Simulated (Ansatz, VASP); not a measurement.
Two plane-wave programs on Si

Contents of INCAR:

```
SYSTEM = Si
PREC = Accurate
ENCUT = 600
EDIFF = 1E-6
ISMEAR = 0
SIGMA = 0.02
LREAL = .FALSE.
LASPH = .TRUE.
NELM = 80
ALGO = Fast
ISIF = 3
LWAVE = .FALSE.
LCHARG = .FALSE.
GGA = CA
IBRION = 2
NSW = 100
EDIFFG = -0.005
```

File KPOINTS:

```
regular mesh
0
G
  12 12 12
  0 0 0
```

POSCAR

```
Si
1.0
    0.0000000000      2.7009735863      2.7009735863
    2.7009735863      0.0000000000      2.7009735863
    2.7009735863      2.7009735863      0.0000000000
Si
2
Direct
    0.5000000000      0.5000000000      0.5000000000
    0.7500000000      0.7500000000      0.7500000000
```

Input for Ansatz:

```yaml
crystal:
  lattice:
    - [0.0, 2.7009735863, 2.7009735863]
    - [2.7009735863, 0.0, 2.7009735863]
    - [2.7009735863, 2.7009735863, 0.0]
  atoms:
    - { symbol: Si, position: [0.5, 0.5, 0.5] }
    - { symbol: Si, position: [0.75, 0.75, 0.75] }
basis:
  ecutwfc: 420
kpoints:
  mp_grid: { grid: [12, 12, 12] }
hamiltonian:
  xc: lda
scf:
  occupations: { method: gaussian, width: 0.02 }
output:
  forces: true
  stress: true
  eigenvalues: true
  write_density: true
  write_potential: true
  elf: true
  volumetric_format: npy
relax:
  adjacent_minimum: "off"
  f_tol: 0.005
  max_steps: 80
  cell: { stress_tol: 0.05 }
```

Alike in both runs: task relaxation of cell and atoms; functional LDA; k mesh 12 × 12 × 12; occupations gaussian, width 0.02 eV; no spin polarisation.

|  | VASP | Ansatz |
| --- | --- | --- |
| version | VASP 6.6.1 | Ansatz 0.2.0 |
| potentials or method | VASP PAW LDA potentials, release 64 (Si) | scalar-relativistic, plane waves, PAW |
| plane-wave cutoff (eV) | 600 | 420 |
| valence electrons in the cell | 8 | 8 |

|  | VASP | Ansatz | Ansatz less VASP |
| --- | --- | --- | --- |
| gap on the k mesh at the Fermi level, each at its own relaxed structure (eV) | 0.44 | 0.44 | 0.000 |
| relaxed volume (Å³/atom) | 19.72 | 19.70 | -0.019 |
| relaxed cell length with the largest relative difference (Å) | 3.821 | 3.820 | -0.0012 |

A k mesh can miss the band edges. Expect the measured gap to be larger: semilocal functionals such as LDA lack the derivative discontinuity.
